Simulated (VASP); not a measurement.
Output of a VASP run:

OSZICAR:
```
       N       E                     dE             d eps       ncg     rms          rms(c)
DAV:   1    -0.905699151707E+01   -0.90570E+01   -0.87507E+03  3032   0.131E+03
DAV:   2    -0.663161998523E+02   -0.57259E+02   -0.53692E+02  3820   0.246E+02
DAV:   3    -0.680031271193E+02   -0.16869E+01   -0.16680E+01  3964   0.330E+01
DAV:   4    -0.680160942381E+02   -0.12967E-01   -0.13015E-01  3640   0.329E+00
DAV:   5    -0.680162304743E+02   -0.13624E-03   -0.13980E-03  3928   0.279E-01    0.582E+01
DAV:   6    -0.629205657669E+02    0.50957E+01   -0.47743E+00  3724   0.177E+01    0.400E+01
DAV:   7    -0.626669661221E+02    0.25360E+00   -0.13663E+00  3888   0.113E+01    0.552E+00
DAV:   8    -0.628784336704E+02   -0.21147E+00   -0.79295E-01  3384   0.110E+01    0.629E+00
DAV:   9    -0.628338455103E+02    0.44588E-01   -0.65611E-01  3720   0.771E+00    0.582E+00
DAV:  10    -0.629144032098E+02   -0.80558E-01   -0.70853E-02  3552   0.222E+00    0.132E+00
DAV:  11    -0.629254481305E+02   -0.11045E-01   -0.32846E-02  3560   0.178E+00    0.687E-01
DAV:  12    -0.629276745310E+02   -0.22264E-02   -0.16686E-03  3648   0.397E-01    0.209E-01
DAV:  13    -0.629286615917E+02   -0.98706E-03   -0.97791E-04  3532   0.320E-01    0.530E-02
DAV:  14    -0.629285894359E+02    0.72156E-04   -0.23247E-04  3440   0.177E-01    0.127E-01
DAV:  15    -0.629286620569E+02   -0.72621E-04   -0.23453E-05  3580   0.488E-02    0.774E-02
DAV:  16    -0.629286885439E+02   -0.26487E-04   -0.30578E-05  3584   0.549E-02    0.451E-03
DAV:  17    -0.629286879035E+02    0.64042E-06   -0.16269E-06  3812   0.126E-02    0.191E-03
DAV:  18    -0.629286883712E+02   -0.46776E-06   -0.52163E-08  2088   0.239E-03    0.140E-03
DAV:  19    -0.629286880404E+02    0.33083E-06   -0.11239E-07  2096   0.392E-03    0.991E-04
DAV:  20    -0.629286881127E+02   -0.72344E-07   -0.72607E-09  1816   0.111E-03
   1 F= -.62928688E+02 E0= -.62928688E+02  d E =0.000000E+00
       N       E                     dE             ncg
```

**OUTCAR**
```
------------------------ aborting loop because EDIFF is reached ----------------------------------------
  FORCE on cell =-STRESS in cart. coord.  units (eV):
  Direction    XX          YY          ZZ          XY          YZ          ZX
  --------------------------------------------------------------------------------------
  Total        0.0340999      0.0340999     -0.0978729      0.0000000     -0.0000000     -0.0000000
  in kB        1.8523215      1.8523218     -5.3164912      0.0000000     -0.0000000     -0.0000000
  external PRESSURE =      -0.5372826 kB  Pullay stress =       0.0000000 kB
  volume of cell :       29.49
      direct lattice vectors                 reciprocal lattice vectors
     1.564904112 -2.710493660  0.000000000     0.319508394 -0.184468242  0.000000000
     1.564904112  2.710493660  0.000000000     0.319508394  0.184468242  0.000000000
     0.000000000  0.000000000  3.476815509     0.000000000  0.000000000  0.287619518
 POSITION                                       TOTAL-FORCE (eV/Angst)
 -----------------------------------------------------------------------------------
      0.00000      0.00000      0.00000         0.000000     -0.000000      0.000000
      1.56490      0.90350      1.73841         0.000000      0.000000      0.000000
      1.56490     -0.90350      1.73841        -0.000000     -0.000000     -0.000000
 -----------------------------------------------------------------------------------
    total drift:                                0.000000     -0.000000      0.000000
  FREE ENERGIE OF THE ION-ELECTRON SYSTEM (eV)
  ---------------------------------------------------
  free  energy   TOTEN  =       -62.9286881127 eV

  energy  without entropy=      -62.9286881127  energy(sigma->0) =      -62.92868811

 total charge

# of ion       s       p       d       tot
------------------------------------------
    1        0.303   6.600   1.832   8.736
    2        0.679   1.280   0.000   1.960
    3        0.679   1.280   0.000   1.960
--------------------------------------------------
tot          1.662   9.161   1.832  12.655

 Electric field gradients after diagonalization (V/A^2)
 (convention: |V_zz| > |V_xx| > |V_yy|)
----------------------------------------------------------------------
 ion       V_xx      V_yy      V_zz     asymmetry (V_yy - V_xx)/ V_zz
----------------------------------------------------------------------
   1     -38.392   -38.387    76.779       0.000
   2      -0.874    -0.874     1.748       0.000
   3      -0.874    -0.874     1.748       0.000
```
(Selected blocks of OUTCAR.)

**POSCAR**
```
HfB2
1
    1.5649041117    -2.7104936602    -0.0000000000
    1.5649041117     2.7104936602     0.0000000000
    0.0000000000     0.0000000000     3.4768155091
Hf B
1 2
Direct
  1.0000000000   1.0000000000   0.0000000000
  0.3333330000   0.6666670000   0.5000000000
  0.6666670000   0.3333330000   0.5000000000
```

Problem. Write an INCAR and KPOINTS that could have produced this output.

Solution. One answer among several that fit: the input of the run itself, r2SCAN+rVV10, plane waves, VASP's PBE PAW potentials (set 64).

File KPOINTS:
```
Regular mesh
0
gamma
 13 13 10
```

### KPOINTS_OPT
```
k-points along high-symmetry lines
6
Line-mode
Reciprocal
  0.000000   0.000000   0.000000 ! GAMMA
 -0.000000   0.500000   0.000000 ! M

 -0.000000   0.500000   0.000000 ! M
 -0.333333   0.666667   0.000000 ! K

 -0.333333   0.666667   0.000000 ! K
  0.000000   0.000000   0.000000 ! GAMMA

  0.000000   0.000000   0.000000 ! GAMMA
  0.000000   0.000000   0.500000 ! A

  0.000000   0.000000   0.500000 ! A
 -0.000000   0.500000   0.500000 ! L

 -0.000000   0.500000   0.500000 ! L
 -0.333333   0.666667   0.500000 ! H

 -0.333333   0.666667   0.500000 ! H
  0.000000   0.000000   0.500000 ! A

 -0.000000   0.500000   0.500000 ! L
 -0.000000   0.500000   0.000000 ! M

 -0.333333   0.666667   0.500000 ! H
 -0.333333   0.666667   0.000000 ! K
```

### INCAR
```
ALGO=Normal
BPARAM=11.95
CPARAM=0.0093
EDIFF=1E-7
ENCUT=520
ISIF=2
ISMEAR=-5
LASPH=T
LCHARG=F
LEFG=T
LMAXMIX=6
LMIXTAU=T
LORBIT=11
LREAL=F
LUSE_VDW=T
LWAVE=F
METAGGA=R2SCAN
NEDOS=601
NELM=100
PREC=Accurate
SYSTEM=HfB2
```

POTCAR, in this order: Hf_pv B (PBE.64 set). Program: vasp_std.

For a metal the tetrahedron method with Blöchl corrections gives inexact stress and forces.

The compound is HfB2 in the AlB2 type structure. It was relaxed first.
